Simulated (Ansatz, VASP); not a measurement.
Ca3AsP in VASP and in Ansatz

The input INCAR:

```
ALGO = Normal
EDIFF = 1E-6
ENCUT = 520
GGA = PE
ISIF = 2
ISMEAR = 0
LASPH = T
LCHARG = T
LELF = T
LREAL = F
LVHAR = T
LWAVE = F
NBANDS = 28
NELM = 100
PREC = Accurate
SIGMA = 0.05
```

Contents of KPOINTS:

```
k-points
0
Gamma
  4 4 4
```

File POSCAR:

```
Ca3AsP
1.0
    5.4760739322      0.0000000000      0.0000000000
    0.0000000000      5.4760739322      0.0000000000
    0.0000000000      0.0000000000      5.4760739322
P As Ca
1 1 3
Direct
    0.0000000000      0.0000000000      0.0000000000
    0.5000000000      0.5000000000      0.5000000000
    0.5000000000      0.5000000000      0.0000000000
    0.5000000000      0.0000000000      0.5000000000
    0.0000000000      0.5000000000      0.5000000000
```

Input for Ansatz:

```yaml
crystal:
  lattice:
    - [5.4760739322, 0.0, 0.0]
    - [0.0, 5.4760739322, 0.0]
    - [0.0, 0.0, 5.4760739322]
  atoms:
    - { symbol: P, position: [0.0, 0.0, 0.0] }
    - { symbol: As, position: [0.5, 0.5, 0.5] }
    - { symbol: Ca, position: [0.5, 0.5, 0.0] }
    - { symbol: Ca, position: [0.5, 0.0, 0.5] }
    - { symbol: Ca, position: [0.0, 0.5, 0.5] }
basis:
  ecutwfc: 420
kpoints:
  mp_grid: { grid: [4, 4, 4] }
hamiltonian:
  xc: pbe
scf:
  occupations: { method: gaussian, width: 0.05 }
output:
  forces: true
  stress: true
  eigenvalues: true
```

The cell comes from a database or a generator and needn't be the stable form of this composition.

Alike in both runs: task single point; functional PBE; k mesh 4 × 4 × 4; occupations gaussian, width 0.05 eV; no spin polarisation.

|  | VASP | Ansatz |
| --- | --- | --- |
| version | VASP 6.6.1 | Ansatz 0.2.0 |
| potentials or method | VASP PAW PBE potentials, release 64 (P, As, Ca_sv) | scalar-relativistic, plane waves, PAW |
| plane-wave cutoff (eV) | 520 | 420 |
| valence electrons in the cell | 40 | 50 |

```tsv
	VASP	Ansatz	Ansatz less VASP
gap on the k mesh at the Fermi level (eV)	0.04	0.05	+0.004
least direct gap on the mesh (eV)	0.04	0.05	+0.004
pressure (GPa)	-1.0	-1.1	-0.12
```

The two sets of potentials don't hold the same shells in valence.
